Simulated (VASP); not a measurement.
Input:

```xyz
2
Lattice="0.0000 3.3074 3.3074 3.3074 0.0000 3.3074 3.3074 3.3074 0.0000" Properties=species:S:1:pos:R:3 pbc="T T T"
In     6.6148     6.6148     6.6148
Sb     1.6537     1.6537     1.6537
```

All values below come from optB88-vdW, VASP's PBE PAW potentials (set 64) (plane waves; VASP). Settings: 520 eV cut-off, Gaussian smearing of 0.050 eV, potentials In_d Sb.

### Question
Give the energies of bands 7 to 12 at the high-symmetry points, in eV from the Fermi level.

### Answer

```json
[
 {"band": "7", "Γ": "-0.70", "X": "-5.71", "U": "-5.59", "L": "-5.38", "W": "-5.61"},
 {"band": "8", "Γ": "0.00", "X": "-2.06", "U": "-2.85", "L": "-0.92", "W": "-2.61"},
 {"band": "9", "Γ": "0.00", "X": "-2.06", "U": "-1.75", "L": "-0.92", "W": "-2.48"},
 {"band": "10", "Γ": "0.00", "X": "1.31", "U": "1.60", "L": "0.34", "W": "3.21"},
 {"band": "11", "Γ": "2.94", "X": "1.42", "U": "3.55", "L": "3.78", "W": "3.95"},
 {"band": "12", "Γ": "2.94", "X": "7.70", "U": "5.98", "L": "3.78", "W": "4.05"}
]
```

It has no gap at this level: it comes out as a metal or semimetal.

The compound is InSb in the zinc blende structure. It was relaxed first, which changed the volume by +6 %.
